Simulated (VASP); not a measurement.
Method: MS2 meta-GGA, VASP's PBE PAW potentials (set 64) (plane waves; VASP).

The input files of a VASP run:

File POSCAR:
```
InP
1
    0.0000000000     2.9514565108     2.9514565108
    2.9514565108    -0.0000000000     2.9514565108
    2.9514565108     2.9514565108     0.0000000000
In P
1 1
Direct
  0.0000000000   0.0000000000   0.0000000000
  0.2500000000   0.2500000000   0.2500000000
```

File KPOINTS:
```
Automatic mesh
0
Gamma
9 9 9
0 0 0
```

### INCAR
```
# general
SYSTEM  = InP
PREC    = Accurate
ENCUT   = 520   # plane-wave cut-off (eV)
LREAL   = F   # projection in real space or not
LASPH   = T   # aspherical one-centre terms

# electronic loop
EDIFF   = 1E-7   # SCF stop (eV)
NELM    = 100
ALGO    = Normal
LMAXMIX = 4   # l cut-off of mixed one-centre charges
LMIXTAU = T

# smearing
ISMEAR  = -5   # tetrahedra, Bloechl

# functional
METAGGA = MS2

# ions
ISIF    = 2

# output
LWAVE   = F
LCHARG  = F
LORBIT  = 11   # lm-projected
NEDOS   = 601
```

**KPOINTS_OPT**
```
k-points along high-symmetry lines
10
Line-mode
Reciprocal
  0.000000   0.000000   0.000000 ! GAMMA
 -0.500000  -0.500000   0.000000 ! X

 -0.500000  -0.500000   0.000000 ! X
 -0.375000  -0.375000   0.250000 ! U

 -0.375000  -0.000000   0.375000 ! K
  0.000000   0.000000   0.000000 ! GAMMA

  0.000000   0.000000   0.000000 ! GAMMA
 -0.000000  -0.000000   0.500000 ! L

 -0.000000  -0.000000   0.500000 ! L
 -0.500000  -0.250000   0.250000 ! W

 -0.500000  -0.250000   0.250000 ! W
 -0.500000  -0.500000   0.000000 ! X
```

POTCAR, in this order: In_d P (PBE.64 set). Program: vasp_std.

Output of the run:

**OSZICAR**
```
       N       E                     dE             d eps       ncg     rms          rms(c)
DAV:   1     0.986000574147E+02    0.98600E+02   -0.77574E+03   915   0.135E+03
DAV:   2    -0.151408123538E+02   -0.11374E+03   -0.11051E+03   940   0.313E+02
DAV:   3    -0.225346592244E+02   -0.73938E+01   -0.73366E+01  1195   0.858E+01
DAV:   4    -0.227194292048E+02   -0.18477E+00   -0.18468E+00  1042   0.144E+01
DAV:   5    -0.227265066016E+02   -0.70774E-02   -0.70772E-02  1367   0.256E+00    0.206E+01
DAV:   6    -0.102519819478E+02    0.12475E+02   -0.27247E+01  1080   0.141E+02    0.520E+00
DAV:   7    -0.978635146512E+01    0.46563E+00   -0.45001E+00  1055   0.442E+01    0.519E+00
DAV:   8    -0.949786235897E+01    0.28849E+00   -0.77122E-01   910   0.124E+01    0.202E+00
DAV:   9    -0.978793575010E+01   -0.29007E+00   -0.51675E-01   910   0.124E+01    0.116E+00
DAV:  10    -0.957218847387E+01    0.21575E+00   -0.26618E-01   910   0.629E+00    0.694E-01
DAV:  11    -0.958693657813E+01   -0.14748E-01   -0.30001E-02   965   0.325E+00    0.370E-01
DAV:  12    -0.958597651581E+01    0.96006E-03   -0.23825E-03  1110   0.902E-01    0.177E-01
DAV:  13    -0.958828031015E+01   -0.23038E-02   -0.60370E-03   925   0.152E+00    0.922E-02
DAV:  14    -0.958656548021E+01    0.17148E-02   -0.19367E-03   915   0.829E-01    0.207E-02
DAV:  15    -0.958660658791E+01   -0.41108E-04   -0.15253E-05  1170   0.532E-02    0.104E-02
DAV:  16    -0.958658847954E+01    0.18108E-04   -0.10805E-05   950   0.585E-02    0.661E-03
DAV:  17    -0.958659752429E+01   -0.90448E-05   -0.68351E-06   940   0.397E-02    0.436E-03
DAV:  18    -0.958660628430E+01   -0.87600E-05   -0.20808E-06   940   0.225E-02    0.393E-03
DAV:  19    -0.958660623285E+01    0.51454E-07   -0.43519E-07  1010   0.136E-02
   1 F= -.95866062E+01 E0= -.95866062E+01  d E =0.000000E+00
       N       E                     dE             ncg
       N       E                     dE             ncg
```

**OUTCAR**
```
------------------------ aborting loop because EDIFF is reached ----------------------------------------
  FORCE on cell =-STRESS in cart. coord.  units (eV):
  Direction    XX          YY          ZZ          XY          YZ          ZX
  --------------------------------------------------------------------------------------
  Total        0.0089207      0.0089207      0.0089207      0.0000000     -0.0000000     -0.0000000
  in kB        0.2779510      0.2779510      0.2779510      0.0000000     -0.0000000     -0.0000000
  external PRESSURE =       0.2779510 kB  Pullay stress =       0.0000000 kB
  volume of cell :       51.42
      direct lattice vectors                 reciprocal lattice vectors
     0.000000000  2.951456511  2.951456511    -0.169407883  0.169407883  0.169407883
     2.951456511  0.000000000  2.951456511     0.169407883 -0.169407883  0.169407883
     2.951456511  2.951456511  0.000000000     0.169407883  0.169407883 -0.169407883
  FREE ENERGIE OF THE ION-ELECTRON SYSTEM (eV)
  ---------------------------------------------------
  free  energy   TOTEN  =        -9.5866062328 eV

  energy  without entropy=       -9.5866062328  energy(sigma->0) =       -9.58660623

 total charge

# of ion       s       p       d       tot
------------------------------------------
    1        0.899   0.818   9.912  11.629
    2        1.019   1.505   0.000   2.523
--------------------------------------------------
tot          1.918   2.323   9.912  14.153
```
(Selected blocks of OUTCAR.)

The compound is InP in the zinc blende structure. It was relaxed first.
